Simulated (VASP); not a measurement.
Data:

```
CELL_PARAMETERS angstrom
      3.74487     0.00000     0.00000
      0.00000     3.74487     0.00000
      0.00000     0.00000     4.59432
ATOMIC_POSITIONS crystal
  Sn 0.50000 0.00000 0.75333
  Sn 0.00000 0.50000 0.24667
  O  0.50000 0.50000 0.00000
  O  0.00000 0.00000 0.00000
```

Calculation: vdW-DF-cx, VASP's PBE PAW potentials (set 64) (plane waves; VASP). Settings: 520 eV cut-off, 6×6×5 Γ-centred mesh, Gaussian smearing of 0.050 eV, potentials Sn_d O.

### Question
The ions and cell shape at fixed volume are relaxed. Which structure does the run end with?

### Answer

```
CELL_PARAMETERS angstrom
      3.78036     0.00000     0.00000
      0.00000     3.78036     0.00000
      0.00000     0.00000     4.50848
ATOMIC_POSITIONS crystal
  Sn 0.50000 0.00000 0.74250
  Sn 0.00000 0.50000 0.25750
  O  0.50000 0.50000 0.00000
  O  0.00000 0.00000 0.00000
```
Space group P4/nmm (129), at a tolerance of 0.03 Å.

### Question
How much energy does the relaxation gain?

### Answer
The energy (σ→0) changes by -11.8 meV/atom, in 7 ionic steps.

The compound is SnO in the litharge structure. This cell is one point of a volume scan, at 0.94 of the reference volume. Symmetry was kept, so distortions that lower it aren't found.
